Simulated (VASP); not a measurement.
Given:

```yaml
crystal:
  lattice:
    - [4.92952, 0.00000, 0.00000]
    - [0.00000, 4.92952, 0.00000]
    - [0.00000, 0.00000, 4.92952]
  atoms:
    - { symbol: La, position: [0.00000, 0.00000, 0.00000] }
    - { symbol: Pb, position: [0.00000, 0.50000, 0.50000] }
    - { symbol: Pb, position: [0.50000, 0.00000, 0.50000] }
    - { symbol: Pb, position: [0.50000, 0.50000, 0.00000] }
```

Computed with LDA (Ceperley-Alder, Perdew-Zunger), VASP's LDA PAW potentials (set 64) (plane waves; VASP). Settings: 300 eV cut-off, 7×7×7 Γ-centred mesh, Gaussian smearing of 0.14 eV, potentials La Pb_d.

At this cut-off the stress carries a Pulay error, which pulls relaxed volumes low. Unless said otherwise, spin-orbit coupling is left out, though it shifts the bands of the heavy elements here.

Task: Predict the energy per atom (σ→0), pressure, band gap (on the k-mesh) with the smallest direct gap where there is one.

Result: 
```json
{
  "band gap (on the k-mesh)": "none (metal, semimetal or under 0.01 eV)",
  "energy per atom (σ→0)": "-5084 meV/atom",
  "pressure": "-3.67 GPa"
}
```

Only differences to runs with the same potentials and settings are physical.

The structure comes from a computed database's LaPb3 entry; how it stands against other phases isn't given here. The cell was not relaxed at this level. The electron count is odd and the run is not spin-polarised, which forces a metal.
